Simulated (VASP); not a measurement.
An input for Ansatz (written as the equivalent of a VASP run, and not itself run):

Ansatz 0.2 input:
```yaml
crystal:
  lattice:
    - [-1.5729000, 1.5729000, 3.8465000]
    - [1.5729000, -1.5729000, 3.8465000]
    - [1.5729000, 1.5729000, -3.8465000]
  atoms:
    - { symbol: Si, position: [0.6549790, 0.6721850, 0.0056340] }
    - { symbol: Si, position: [0.3435790, 0.3484550, 0.0283120] }
    - { symbol: Mo, position: [0.0014420, -0.0206400, -0.0339460] }
kpoints:
  mp_grid: { grid: [5, 5, 7] }
hamiltonian:
  xc: pbe
  pseudopotentials: { kind: paw }
scf:
  occupations: { method: fermi_dirac, width: 0.1 }
  max_iter: 100
output: { forces: true, stress: true, eigenvalues: true }
```

Question: Translate this input to VASP (INCAR, KPOINTS, POSCAR, choice of POTCAR).

Answer: This is not unique; one that fits is 
File POSCAR:
```
MoSi2
1
   -1.5729000000     1.5729000000     3.8465000000
    1.5729000000    -1.5729000000     3.8465000000
    1.5729000000     1.5729000000    -3.8465000000
Si Mo
2 1
Direct
  0.6549790000   0.6721850000   0.0056340000
  0.3435790000   0.3484550000   0.0283120000
  0.0014420000  -0.0206400000  -0.0339460000
```

### INCAR
```
SYSTEM = MoSi2
PREC = Accurate
ENCUT = 300
EDIFF = 1E-6
NELM = 100
ALGO = Normal
LREAL = .FALSE.
LASPH = .TRUE.
ISMEAR = -1
SIGMA = 0.1
GGA = PE
LMAXMIX = 4
LWAVE = .FALSE.
LCHARG = .FALSE.
ISIF = 2
```

### KPOINTS
```
kpoints
0
G
 5 5 7
```

POTCAR, in this order: Si Mo_sv (PBE.64 set). Program: vasp_std.

The two are equivalent in intent, not identical: each code has its own PAW files, so the cut-off isn't converted (ENCUT is set for VASP's; basis.ecutwfc is left out, and Ansatz then takes the one that its files recommend); Ansatz stops its SCF on the density residual and VASP on the energy change (EDIFF).

The structure is a typed MoSi2 crystal. The cell was not relaxed at this level, atoms are displaced from their ideal sites, and its volume differs by -5.9 % from the start's. The k-mesh is coarse (spacing up to 0.43 per Å, 2π included), so the numbers may not be converged in it.
